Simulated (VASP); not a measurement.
Computed with LDA (Ceperley-Alder, Perdew-Zunger), VASP's LDA PAW potentials (set 64) (plane waves; VASP 6.6.1).

VASP ran on this input.

POSCAR:
```
MoSi2
1.0
 -1.5650215808   1.5650215808   3.8493465520
  1.5650215808  -1.5650215808   3.8493465520
  1.5650215808   1.5650215808  -3.8493465520
Si Mo
2 1
Cart
 -0.0000000000   0.0000000000   5.1231126743
 -0.0000000000   0.0000000000   2.5755804297
  1.5650215808   1.5650215808   3.8493465520
```

INCAR:
```
ALGO = Normal
EDIFF = 1E-6
EDIFFG = -0.02
ENCUT = 500
IBRION = 2
ISIF = 3
ISMEAR = 1
LASPH = .TRUE.
LCHARG = .FALSE.
LMAXMIX = 4
LREAL = .FALSE.
LWAVE = .FALSE.
NELM = 100
NSW = 40
PREC = Accurate
PSTRESS = 200
SIGMA = 0.1
SYSTEM = MoSi2
```

File KPOINTS:
```
K-points
0
G
  14 14 14
0 0 0
```

POTCAR, in this order: Si Mo_sv (LDA.64 set). Program: vasp_std.

Output

File OSZICAR:
```
       N       E                     dE             d eps       ncg     rms          rms(c)
DAV:   1     0.128711394900E+03    0.12871E+03   -0.11272E+04  7320   0.136E+03
DAV:   2    -0.229555194748E+02   -0.15167E+03   -0.14974E+03  8517   0.351E+02
DAV:   3    -0.266355984182E+02   -0.36801E+01   -0.36293E+01  9721   0.482E+01
DAV:   4    -0.266535219340E+02   -0.17924E-01   -0.17921E-01  8363   0.397E+00
DAV:   5    -0.266536661268E+02   -0.14419E-03   -0.14419E-03  9882   0.347E-01    0.257E+01
DAV:   6    -0.259161100443E+02    0.73756E+00   -0.59827E+00  8720   0.188E+01    0.580E+00
DAV:   7    -0.258070240622E+02    0.10909E+00   -0.79043E-01  8468   0.644E+00    0.528E+00
DAV:   8    -0.257709252030E+02    0.36099E-01   -0.10199E-01  8951   0.278E+00    0.372E-01
DAV:   9    -0.257701738177E+02    0.75139E-03   -0.19177E-03  8965   0.395E-01    0.198E-01
DAV:  10    -0.257700719794E+02    0.10184E-03   -0.48156E-04  8909   0.212E-01    0.593E-02
DAV:  11    -0.257700648262E+02    0.71532E-05   -0.86180E-05  9105   0.784E-02    0.151E-02
DAV:  12    -0.257700636470E+02    0.11792E-05   -0.88604E-06  8664   0.214E-02    0.505E-03
DAV:  13    -0.257700635705E+02    0.76443E-07   -0.39310E-07  4269   0.665E-03
   1 F= -.21062382E+02 E0= -.21062341E+02  d E =-.210624E+02
       N       E                     dE             d eps       ncg     rms          rms(c)
DAV:   1    -0.280725996268E+02   -0.23025E+01   -0.74132E+01  8195   0.103E+02    0.331E+01
DAV:   2    -0.252200895623E+02    0.28525E+01   -0.16210E+01  8090   0.391E+01    0.528E+00
DAV:   3    -0.250806267918E+02    0.13946E+00   -0.51795E-01  7761   0.552E+00    0.265E+00
DAV:   4    -0.250478877137E+02    0.32739E-01   -0.15188E-01  8699   0.414E+00    0.279E+00
DAV:   5    -0.250506438466E+02   -0.27561E-02   -0.60510E-03  8692   0.631E-01    0.943E-01
DAV:   6    -0.250509458434E+02   -0.30200E-03   -0.31683E-03  8160   0.533E-01    0.561E-02
DAV:   7    -0.250509272029E+02    0.18641E-04   -0.94916E-05  9420   0.891E-02    0.297E-02
DAV:   8    -0.250509263085E+02    0.89442E-06   -0.47634E-06  8741   0.162E-02
   2 F= -.20855593E+02 E0= -.20855629E+02  d E =0.206790E+00
       N       E                     dE             d eps       ncg     rms          rms(c)
DAV:   1    -0.274050234789E+02   -0.23541E+01   -0.39716E+01  8258   0.763E+01    0.170E+01
DAV:   2    -0.259112717522E+02    0.14938E+01   -0.16751E+01  8287   0.352E+01    0.342E+00
DAV:   3    -0.256678827252E+02    0.24339E+00   -0.12726E+00  7894   0.763E+00    0.139E+00
DAV:   4    -0.256567634100E+02    0.11119E-01   -0.14017E-01  8601   0.281E+00    0.432E-01
DAV:   5    -0.256562357572E+02    0.52765E-03   -0.16214E-02  8790   0.987E-01    0.593E-01
DAV:   6    -0.256572494090E+02   -0.10137E-02   -0.31270E-03  7845   0.368E-01    0.951E-02
DAV:   7    -0.256571829141E+02    0.66495E-04   -0.35707E-04  8734   0.166E-01    0.360E-02
DAV:   8    -0.256571831166E+02   -0.20253E-06   -0.12999E-05  8846   0.270E-02    0.765E-03
DAV:   9    -0.256571831359E+02   -0.19227E-07   -0.52304E-07  4556   0.562E-03
   3 F= -.21102732E+02 E0= -.21102714E+02  d E =-.403505E-01
       N       E                     dE             d eps       ncg     rms          rms(c)
DAV:   1    -0.256532129086E+02    0.39702E-02   -0.49942E-03  8314   0.844E-01    0.225E-01
DAV:   2    -0.256530209481E+02    0.19196E-03   -0.16873E-03  8377   0.360E-01    0.461E-02
DAV:   3    -0.256530000845E+02    0.20864E-04   -0.10491E-04  8083   0.687E-02    0.137E-02
DAV:   4    -0.256529979854E+02    0.20991E-05   -0.11128E-05  8202   0.326E-02    0.134E-02
DAV:   5    -0.256529982548E+02   -0.26938E-06   -0.70642E-07  4080   0.838E-03
   4 F= -.21102767E+02 E0= -.21102749E+02  d E =-.403853E-01
       N       E                     dE             d eps       ncg     rms          rms(c)
DAV:   1    -0.256499889310E+02    0.30091E-02   -0.27496E-03  8293   0.625E-01    0.167E-01
DAV:   2    -0.256498843681E+02    0.10456E-03   -0.91784E-04  8342   0.266E-01    0.337E-02
DAV:   3    -0.256498730605E+02    0.11308E-04   -0.56667E-05  8034   0.505E-02    0.990E-03
DAV:   4    -0.256498719364E+02    0.11241E-05   -0.60144E-06  8118   0.240E-02    0.983E-03
DAV:   5    -0.256498720839E+02   -0.14746E-06   -0.39349E-07  3772   0.628E-03
   5 F= -.21102754E+02 E0= -.21102736E+02  d E =-.403718E-01
       N       E                     dE             d eps       ncg     rms          rms(c)
DAV:   1    -0.256487670197E+02    0.11049E-02   -0.58889E-02  7867   0.250E+00    0.241E-01
DAV:   2    -0.256476490953E+02    0.11179E-02   -0.20953E-03  9112   0.431E-01    0.109E-01
DAV:   3    -0.256473460239E+02    0.30307E-03   -0.69222E-04  9091   0.222E-01    0.334E-02
DAV:   4    -0.256473372237E+02    0.88002E-05   -0.49505E-05  8391   0.617E-02    0.256E-02
DAV:   5    -0.256473365397E+02    0.68398E-06   -0.25259E-06  8058   0.130E-02
   6 F= -.21103158E+02 E0= -.21103153E+02  d E =-.404249E-03
       N       E                     dE             d eps       ncg     rms          rms(c)
DAV:   1    -0.256481479375E+02   -0.81071E-03   -0.32408E-03  7846   0.586E-01    0.575E-02
DAV:   2    -0.256480863704E+02    0.61567E-04   -0.11605E-04  9119   0.102E-01    0.256E-02
DAV:   3    -0.256480696437E+02    0.16727E-04   -0.37667E-05  9070   0.518E-02    0.757E-03
DAV:   4    -0.256480691131E+02    0.53061E-06   -0.28163E-06  7491   0.148E-02
   7 F= -.21103201E+02 E0= -.21103195E+02  d E =-.446928E-03
       N       E                     dE             d eps       ncg     rms          rms(c)
DAV:   1    -0.256569690648E+02   -0.88994E-02   -0.20668E-02  8034   0.168E+00    0.432E-01
DAV:   2    -0.256562684888E+02    0.70058E-03   -0.55493E-03  8188   0.669E-01    0.769E-02
DAV:   3    -0.256561908508E+02    0.77638E-04   -0.35288E-04  8139   0.127E-01    0.259E-02
DAV:   4    -0.256561806206E+02    0.10230E-04   -0.54986E-05  8671   0.710E-02    0.261E-02
DAV:   5    -0.256561816135E+02   -0.99290E-06   -0.32006E-06  8028   0.154E-02
   8 F= -.21103190E+02 E0= -.21103181E+02  d E =0.112245E-04
       N       E                     dE             d eps       ncg     rms          rms(c)
DAV:   1    -0.256521130650E+02    0.40676E-02   -0.58190E-03  8020   0.892E-01    0.232E-01
DAV:   2    -0.256519158968E+02    0.19717E-03   -0.15414E-03  8223   0.353E-01    0.400E-02
DAV:   3    -0.256518941109E+02    0.21786E-04   -0.98315E-05  8083   0.669E-02    0.140E-02
DAV:   4    -0.256518911128E+02    0.29981E-05   -0.15636E-05  8685   0.382E-02    0.138E-02
DAV:   5    -0.256518913734E+02   -0.26062E-06   -0.79206E-07  4136   0.790E-03
   9 F= -.21103231E+02 E0= -.21103224E+02  d E =-.300922E-04
```

**OUTCAR**
```
------------------------ aborting loop because EDIFF is reached ----------------------------------------
  FORCE on cell =-STRESS in cart. coord.  units (eV):
  Direction    XX          YY          ZZ          XY          YZ          ZX
  --------------------------------------------------------------------------------------
  Total        4.5417276      4.5417276      4.5223767      0.0000000      0.0000000      0.0000000
  in kB      199.6951668    199.6951668    198.8443250      0.0000000      0.0000000      0.0000000
  external PRESSURE =      -0.5884472 kB  Pullay stress =     200.0000000 kB
  volume of cell :       36.44
      direct lattice vectors                 reciprocal lattice vectors
    -1.546213489  1.546213489  3.810352949     0.000000000  0.323370611  0.131221440
     1.546213489 -1.546213489  3.810352949     0.323370611  0.000000000  0.131221440
     1.546213489  1.546213489 -3.810352949     0.323370611  0.323370611  0.000000000
 POSITION                                       TOTAL-FORCE (eV/Angst)
 -----------------------------------------------------------------------------------
      0.00000      0.00000      5.07432         0.000000      0.000000      0.006370
      0.00000      0.00000      2.54638        -0.000000     -0.000000     -0.006370
      0.00000      0.00000     -0.00000        -0.000000     -0.000000     -0.000000
 -----------------------------------------------------------------------------------
    total drift:                               -0.000000     -0.000000     -0.000000
  FREE ENERGIE OF THE ION-ELECTRON SYSTEM (eV)
  ---------------------------------------------------
  free  energy   TOTEN  =       -25.6518913734 eV

  energy  without entropy=      -25.6518718282  energy(sigma->0) =      -25.65188486
  enthalpy is  TOTEN    =       -21.1032308520 eV   P V=        4.5486605214

 reached required accuracy - stopping structural energy minimisation
```
(Selected blocks of OUTCAR.)

File CONTCAR:
```
MoSi2
   1.00000000000000
    -1.5462134885864991    1.5462134885864991    3.8103529487011443
     1.5462134885864991   -1.5462134885864991    3.8103529487011443
     1.5462134885864991    1.5462134885864991   -3.8103529487011443
  Si              Mo
     2     1
Direct
     0.6658599990260365    0.6658599990260365    0.0000000000000000
     0.3341400009739635    0.3341400009739635    0.0000000000000000
     0.0000000000000000    0.0000000000000000    0.0000000000000000
```

Energy and stress use the plane-wave basis of the starting cell.

The compound is MoSi2 in the MoSi2 type structure. This run relaxes it under an external pressure of 20 GPa. Symmetry was kept, so distortions that lower it aren't found.
